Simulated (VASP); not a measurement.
Input for VASP

### POSCAR
```
Na
1
   -2.1726000000     2.1726000000     2.1726000000
    2.1726000000    -2.1726000000     2.1726000000
    2.1726000000     2.1726000000    -2.1726000000
Na
1
Direct
  0.0000000000   0.0000000000   0.0000000000
```

KPOINTS:
```
Automatic mesh
0
Gamma
11 11 11
0 0 0
```

### INCAR
```
ALGO = Normal
EDIFF = 1E-6
ENCUT = 800
GGA = PE
ISIF = 2
ISMEAR = 1
LASPH = T
LCHARG = F
LREAL = F
LWAVE = F
NELM = 100
PREC = Accurate
SIGMA = 0.1
SYSTEM = Na
```

POTCAR, in this order: Na_sv (PBE.64 set). Program: vasp_std.

Task: Write an equivalent input for Ansatz.

Result: One equivalent input (not run):
Ansatz 0.2 input:
```yaml
crystal:
  lattice:
    - [-2.1726000, 2.1726000, 2.1726000]
    - [2.1726000, -2.1726000, 2.1726000]
    - [2.1726000, 2.1726000, -2.1726000]
  atoms:
    - { symbol: Na, position: [0.0000000, 0.0000000, 0.0000000] }
kpoints:
  mp_grid: { grid: [11, 11, 11] }
hamiltonian:
  xc: pbe
  pseudopotentials: { kind: paw }
scf:
  occupations: { method: methfessel_paxton, width: 0.1 }
  max_iter: 100
output: { forces: true, stress: true, eigenvalues: true }
```
The two are equivalent in intent, not identical: each code has its own PAW files, so the cut-off isn't converted (ENCUT is set for VASP's; basis.ecutwfc is left out, and Ansatz then takes the one that its files recommend); Ansatz stops its SCF on the density residual and VASP on the energy change (EDIFF).

The compound is Na in the bcc structure. The cell was not relaxed at this level. The run is one of a series of settings (ENCUT = 800, POTCAR Na_sv (PBE.64 set) against the base run), some of them coarse on purpose.
